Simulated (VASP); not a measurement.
# CBr₂ClF: convergence, excitations by TDDFT

CBr₂ClF, molecule in box, 5 atoms in the cell. LDA, TDDFT by the Casida equation; PAW potentials F, C, Cl, Br (LDA set). VASP 6.6.1.

Wanted: first excitation within 0.05 eV.

Kernel: local xc kernel.

POSCAR:
```
CBr2ClF
1.0
   12.0000000000      0.0000000000      0.0000000000
    0.0000000000     12.0000000000      0.0000000000
    0.0000000000      0.0000000000     12.0000000000
F C Cl Br
1 1 1 2
Direct
    0.6007833340      0.4421783320      0.5229083340
    0.5053916640      0.4956033320      0.5041666640
    0.4205500040      0.4835533320      0.6224083340
    0.4340083340      0.4281450020      0.3761500040
    0.5392666640      0.6505200020      0.4743666640
```

The series start from Conduction bands in the pairs: 36; Valence bands in the pairs: 12; Vacuum around the molecule (Å): 9; Plane-wave cutoff (eV): 400. Each series keeps the choices made before it, and each single choice may use up half of a tolerance. Times cover all steps of a run.

## Conduction bands in the pairs

| Conduction bands in the pairs | First excitation (eV) | Time (s) |
|---|---|---|
| 4 | 4.350 | 40 |
| 12 | 4.347 | 41 |
| 24 | 4.345 | 41 |
| 36 | 4.341 | 41 |
| 60 | 4.338 | 63 |
| 100 (reference) | 4.334 | 82 |

Chosen: 4, the loosest value from which every tighter one stays within half of the tolerance.

## Valence bands in the pairs

| Valence bands in the pairs | First excitation (eV) | Time (s) |
|---|---|---|
| 1 | 4.394 | 40 |
| 3 | 4.375 | 40 |
| 6 | 4.355 | 40 |
| 12 (reference) | 4.350 | 40 |

Chosen: 6.

## Vacuum around the molecule (Å)

| Vacuum around the molecule (Å) | First excitation (eV) | Time (s) |
|---|---|---|
| 6 | 4.329 | 16 |
| 9 | 4.355 | 40 |
| 12 (reference) | 4.356 | 99 |

Chosen: 9.

## Plane-wave cutoff (eV)

| Plane-wave cutoff (eV) | First excitation (eV) | Time (s) |
|---|---|---|
| 280 | 4.339 | 32 |
| 340 | 4.350 | 34 |
| 400 | 4.355 | 40 |
| 480 (reference) | 4.357 | 78 |

Chosen: 280.

## All choices together

| Input | First excitation (eV) | Time (s) |
|---|---|---|
| one pair of orbitals (naive) | 4.406 | 40 |
| chosen settings | 4.339 | 32 |
| reference settings throughout | 4.341 | 280 |

The tolerance is met.

## The input

INCAR.step1:
```
SYSTEM = CBr2ClF
PREC = Accurate
ENCUT = 280
ISMEAR = 0
SIGMA = 0.02
EDIFF = 1E-7
LASPH = .TRUE.
LWAVE = .TRUE.
LCHARG = .FALSE.
LOPTICS = .TRUE.
ALGO = Normal
NBANDS = 56
NEDOS = 2000
CSHIFT = 0.1
GGA = CA
```

INCAR.step2:
```
SYSTEM = CBr2ClF
PREC = Accurate
ENCUT = 280
ISMEAR = 0
SIGMA = 0.02
EDIFF = 1E-7
LASPH = .TRUE.
LWAVE = .FALSE.
LCHARG = .FALSE.
ALGO = TDHF
NBANDS = 56
NBANDSO = 6
NBANDSV = 4
IBSE = 2
NBSEEIG = 6
LHARTREE = .TRUE.
LADDER = .FALSE.
LFXC = .TRUE.
ENCUTGW = 150
GGA = CA
PRECFOCK = Fast
ANTIRES = 0
OMEGAMAX = 25
CSHIFT = 0.15
NOMEGA = 1000
ISTART = 1
```

KPOINTS:
```
k-points
0
Gamma
  1 1 1
```

Commands (each step's output is kept before the next begins):
```
cat potpaw_LDA.64/F/POTCAR potpaw_LDA.64/C/POTCAR potpaw_LDA.64/Cl/POTCAR potpaw_LDA.64/Br/POTCAR > POTCAR
cp INCAR.step1 INCAR
mpirun -np 4 vasp_gam > vasp.out
cp INCAR.step2 INCAR
mpirun -np 4 vasp_gam > vasp.out
```

The chosen input took VASP 6.6.1 32 s on 4 cores (Intel Xeon Platinum 8488C (Sapphire Rapids)), a shared host.
